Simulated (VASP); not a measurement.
OSZICAR of a VASP run on La (dhcp):

### OSZICAR
```
       N       E                     dE             d eps       ncg     rms          rms(c)
DAV:   1     0.446401047932E+03    0.44640E+03   -0.13017E+04  1256   0.194E+03
DAV:   2    -0.683500862350E+01   -0.45324E+03   -0.44791E+03  1872   0.470E+02
DAV:   3    -0.116498236762E+03   -0.10966E+03   -0.10846E+03  2300   0.287E+02
DAV:   4    -0.130474588612E+03   -0.13976E+02   -0.13725E+02  2304   0.980E+01
DAV:   5    -0.132704080703E+03   -0.22295E+01   -0.21572E+01  2464   0.339E+01    0.631E+00
DAV:   6    -0.126561150418E+03    0.61429E+01   -0.41761E+00  2256   0.151E+01    0.350E+00
DAV:   7    -0.117267485396E+03    0.92937E+01   -0.43488E+00  1744   0.171E+01    0.129E+00
DAV:   8    -0.120233030098E+03   -0.29655E+01   -0.29668E+00  2096   0.163E+01    0.859E-01
DAV:   9    -0.118737864959E+03    0.14952E+01   -0.37437E-01  2248   0.607E+00    0.268E-01
DAV:  10    -0.118559412531E+03    0.17845E+00   -0.30235E-01  1776   0.451E+00    0.194E-01
DAV:  11    -0.118808191052E+03   -0.24878E+00   -0.13822E-01  1768   0.255E+00    0.166E-01
DAV:  12    -0.118846134348E+03   -0.37943E-01   -0.25430E-02  2168   0.115E+00    0.178E-01
DAV:  13    -0.118829020352E+03    0.17114E-01   -0.48490E-03  1992   0.567E-01    0.201E-01
DAV:  14    -0.118740526968E+03    0.88493E-01   -0.46981E-02  1400   0.150E+00    0.128E-01
DAV:  15    -0.118860436416E+03   -0.11991E+00   -0.11814E-01  1422   0.240E+00    0.108E-01
DAV:  16    -0.118859181320E+03    0.12551E-02   -0.13479E-02  2152   0.945E-01    0.811E-02
DAV:  17    -0.118858603073E+03    0.57825E-03   -0.78072E-04  2368   0.294E-01    0.669E-02
DAV:  18    -0.118858749875E+03   -0.14680E-03   -0.67313E-05  2352   0.664E-02    0.674E-02
DAV:  19    -0.118858653765E+03    0.96110E-04   -0.16972E-04  1648   0.107E-01    0.683E-02
DAV:  20    -0.118858805194E+03   -0.15143E-03   -0.10683E-05  1504   0.285E-02    0.684E-02
DAV:  21    -0.118861148952E+03   -0.23438E-02   -0.13905E-03  1368   0.259E-01    0.581E-02
DAV:  22    -0.118860481486E+03    0.66747E-03   -0.45778E-04  1746   0.173E-01    0.481E-02
DAV:  23    -0.118861212961E+03   -0.73147E-03   -0.41093E-04  1704   0.127E-01    0.338E-02
DAV:  24    -0.118861065909E+03    0.14705E-03   -0.51880E-05  2168   0.600E-02    0.271E-02
DAV:  25    -0.118861108392E+03   -0.42484E-04   -0.49288E-06  1496   0.188E-02    0.261E-02
DAV:  26    -0.118861168308E+03   -0.59916E-04   -0.15573E-05  1864   0.338E-02    0.212E-02
DAV:  27    -0.118861251915E+03   -0.83607E-04   -0.31828E-05  1840   0.466E-02    0.119E-02
DAV:  28    -0.118861298943E+03   -0.47028E-04   -0.46387E-05  1578   0.505E-02    0.857E-03
DAV:  29    -0.118861320708E+03   -0.21765E-04   -0.11758E-05  1920   0.312E-02    0.715E-03
DAV:  30    -0.118861318969E+03    0.17388E-05   -0.67154E-07   790   0.110E-02    0.578E-03
DAV:  31    -0.118861322171E+03   -0.32014E-05   -0.17793E-06  1156   0.164E-02    0.429E-03
DAV:  32    -0.118861321363E+03    0.80767E-06   -0.31828E-07   762   0.135E-02
   1 F= -.11886132E+03 E0= -.11885978E+03  d E =-.118861E+03
       N       E                     dE             d eps       ncg     rms          rms(c)
DAV:   1    -0.119845630080E+03   -0.98431E+00   -0.39568E+01  2008   0.568E+01    0.543E+00
DAV:   2    -0.118586203742E+03    0.12594E+01   -0.42973E+00  2186   0.248E+01    0.216E+00
DAV:   3    -0.118936726152E+03   -0.35052E+00   -0.17301E+00  2048   0.998E+00    0.481E-01
DAV:   4    -0.118849455415E+03    0.87271E-01   -0.17888E-01  2224   0.347E+00    0.296E-01
DAV:   5    -0.118929470102E+03   -0.80015E-01   -0.34161E-02  2040   0.136E+00    0.208E-01
DAV:   6    -0.118945719813E+03   -0.16250E-01   -0.25464E-02  2304   0.133E+00    0.107E-01
DAV:   7    -0.118950271188E+03   -0.45514E-02   -0.96669E-03  1830   0.775E-01    0.450E-02
DAV:   8    -0.118950693485E+03   -0.42230E-03   -0.21390E-03  2312   0.404E-01    0.512E-02
DAV:   9    -0.118950677027E+03    0.16459E-04   -0.77208E-04  2304   0.239E-01    0.117E-02
DAV:  10    -0.118950708688E+03   -0.31661E-04   -0.26887E-04  1976   0.120E-01    0.738E-03
DAV:  11    -0.118950701117E+03    0.75714E-05   -0.36657E-05  2264   0.550E-02    0.731E-03
DAV:  12    -0.118950753599E+03   -0.52482E-04   -0.23711E-05  2104   0.433E-02    0.179E-03
DAV:  13    -0.118950755686E+03   -0.20870E-05   -0.52694E-06  1288   0.177E-02    0.105E-03
DAV:  14    -0.118950762262E+03   -0.65766E-05   -0.73632E-07   836   0.200E-02    0.675E-04
DAV:  15    -0.118950764301E+03   -0.20388E-05   -0.40081E-07   792   0.107E-02    0.359E-04
DAV:  16    -0.118950762366E+03    0.19353E-05   -0.21553E-07   784   0.115E-02    0.149E-04
DAV:  17    -0.118950764502E+03   -0.21357E-05   -0.18922E-07   774   0.694E-03    0.135E-04
DAV:  18    -0.118950764058E+03    0.44332E-06   -0.11445E-07   762   0.846E-03
   2 F= -.11895076E+03 E0= -.11895032E+03  d E =-.894427E-01
       N       E                     dE             d eps       ncg     rms          rms(c)
DAV:   1    -0.119093994360E+03   -0.14323E+00   -0.62666E+00  1940   0.235E+01    0.201E+00
DAV:   2    -0.118918663985E+03    0.17533E+00   -0.55041E-01  2074   0.828E+00    0.943E-01
DAV:   3    -0.118955854027E+03   -0.37190E-01   -0.31383E-01  1896   0.441E+00    0.198E-01
DAV:   4    -0.118942697752E+03    0.13156E-01   -0.45223E-02  2172   0.178E+00    0.106E-01
DAV:   5    -0.118953400933E+03   -0.10703E-01   -0.75286E-03  1930   0.676E-01    0.715E-02
DAV:   6    -0.118957533986E+03   -0.41331E-02   -0.45852E-03  1962   0.592E-01    0.399E-02
DAV:   7    -0.118957350568E+03    0.18342E-03   -0.11230E-03  2304   0.278E-01    0.280E-02
DAV:   8    -0.118957474359E+03   -0.12379E-03   -0.17443E-04  2304   0.107E-01    0.143E-02
DAV:   9    -0.118957461172E+03    0.13188E-04   -0.10658E-04  2264   0.832E-02    0.754E-03
DAV:  10    -0.118957504282E+03   -0.43111E-04   -0.19090E-05  1904   0.409E-02    0.307E-03
DAV:  11    -0.118957510695E+03   -0.64124E-05   -0.75186E-06  1552   0.251E-02    0.261E-03
DAV:  12    -0.118957534675E+03   -0.23981E-04   -0.34189E-06  1164   0.203E-02    0.105E-03
DAV:  13    -0.118957534739E+03   -0.63563E-07   -0.40949E-07   796   0.152E-02
   3 F= -.11895753E+03 E0= -.11895698E+03  d E =-.962134E-01
       N       E                     dE             d eps       ncg     rms          rms(c)
DAV:   1    -0.118958643805E+03   -0.11091E-02   -0.48733E-02  1906   0.214E+00    0.173E-01
DAV:   2    -0.118957548596E+03    0.10952E-02   -0.40649E-03  2036   0.694E-01    0.858E-02
DAV:   3    -0.118957613798E+03   -0.65202E-04   -0.23995E-03  1808   0.395E-01    0.176E-02
DAV:   4    -0.118957479516E+03    0.13428E-03   -0.40584E-04  2130   0.166E-01    0.881E-03
DAV:   5    -0.118957589250E+03   -0.10973E-03   -0.76242E-05  1894   0.692E-02    0.559E-03
DAV:   6    -0.118957584437E+03    0.48128E-05   -0.37151E-05  1938   0.525E-02    0.383E-03
DAV:   7    -0.118957614600E+03   -0.30163E-04   -0.66331E-06  1446   0.229E-02    0.288E-03
DAV:   8    -0.118957606452E+03    0.81478E-05   -0.63761E-07   746   0.169E-02    0.152E-03
DAV:   9    -0.118957606777E+03   -0.32481E-06   -0.73965E-07   736   0.139E-02
   4 F= -.11895761E+03 E0= -.11895707E+03  d E =-.962854E-01
       N       E                     dE             d eps       ncg     rms          rms(c)
DAV:   1    -0.118960977052E+03   -0.33706E-02   -0.31380E-01  1904   0.103E+01    0.266E-01
DAV:   2    -0.118958122949E+03    0.28541E-02   -0.11394E-02  2156   0.121E+00    0.146E-01
DAV:   3    -0.118958182605E+03   -0.59656E-04   -0.46256E-03  2144   0.684E-01    0.349E-02
DAV:   4    -0.118958410758E+03   -0.22815E-03   -0.48455E-04  2190   0.229E-01    0.277E-02
DAV:   5    -0.118958331758E+03    0.78999E-04   -0.26028E-04  1872   0.139E-01    0.140E-02
DAV:   6    -0.118958452197E+03   -0.12044E-03   -0.18414E-04  1882   0.138E-01    0.497E-03
DAV:   7    -0.118958454489E+03   -0.22922E-05   -0.21154E-05  1568   0.404E-02    0.210E-03
DAV:   8    -0.118958454849E+03   -0.35954E-06   -0.24907E-06  1146   0.314E-02
   5 F= -.11895845E+03 E0= -.11895803E+03  d E =-.848072E-03
       N       E                     dE             d eps       ncg     rms          rms(c)
DAV:   1    -0.118960854330E+03   -0.23998E-02   -0.25427E-01  1904   0.932E+00    0.240E-01
DAV:   2    -0.118958551015E+03    0.23033E-02   -0.92794E-03  2172   0.110E+00    0.131E-01
DAV:   3    -0.118958587803E+03   -0.36788E-04   -0.37088E-03  2136   0.614E-01    0.311E-02
DAV:   4    -0.118958775872E+03   -0.18807E-03   -0.38878E-04  2216   0.207E-01    0.248E-02
DAV:   5    -0.118958711786E+03    0.64086E-04   -0.20104E-04  1892   0.125E-01    0.125E-02
DAV:   6    -0.118958810518E+03   -0.98732E-04   -0.14271E-04  1890   0.125E-01    0.454E-03
DAV:   7    -0.118958811127E+03   -0.60893E-06   -0.14655E-05  1408   0.360E-02    0.174E-03
DAV:   8    -0.118958811635E+03   -0.50814E-06   -0.18646E-06  1018   0.309E-02
   6 F= -.11895881E+03 E0= -.11895852E+03  d E =-.120486E-02
```

Which electronic solver shows in the log?

It is blocked Davidson (ALGO = Normal, or the opening steps of other solvers). The INCAR had ALGO = Normal.

Can the final energy be trusted as converged?

The run converged. It stopped with EDIFF = 1E-6, NELM = 100, NSW = 60 and EDIFFG = -0.02 after 6 ionic steps (r2SCAN meta-GGA, plane waves, VASP's PBE PAW potentials (set 64)). Energy and stress use the plane-wave basis of the starting cell.

The compound is La in the dhcp structure. This run relaxes it. Symmetry was kept, so distortions that lower it aren't found. The start is the result of an earlier pass.
